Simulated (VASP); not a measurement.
Given:

```xyz
5
Lattice="3.9900 0.0000 0.0000 0.0000 3.9900 0.0000 0.0000 0.0000 3.9900" Properties=species:S:1:pos:R:3 pbc="T T T"
K      0.0000     0.0000     0.0000
Mg     1.9950     1.9950     1.9950
F      1.9950     0.0000     1.9950
F      0.0000     1.9950     1.9950
F      1.9950     1.9950     0.0000
```

All values below come from PBEsol GGA, VASP's PBE PAW potentials (set 64) (plane waves; VASP). Run with 400 eV cut-off, 8×8×8 Γ-centred mesh, Fermi-Dirac smearing of 0.050 eV, potentials K_sv Mg F.

At this cut-off the stress carries a Pulay error, which pulls relaxed volumes low.

Task: Give the stress tensor in GPa (positive for a compressed cell).

Result: 
```
-8.61   0.00   0.00
 0.00  -8.61   0.00
 0.00   0.00  -8.61
```
The pressure is its mean diagonal, -8.61 GPa.

The structure is a typed KMgF3 crystal (Pm-3m). The cell was not relaxed at this level.
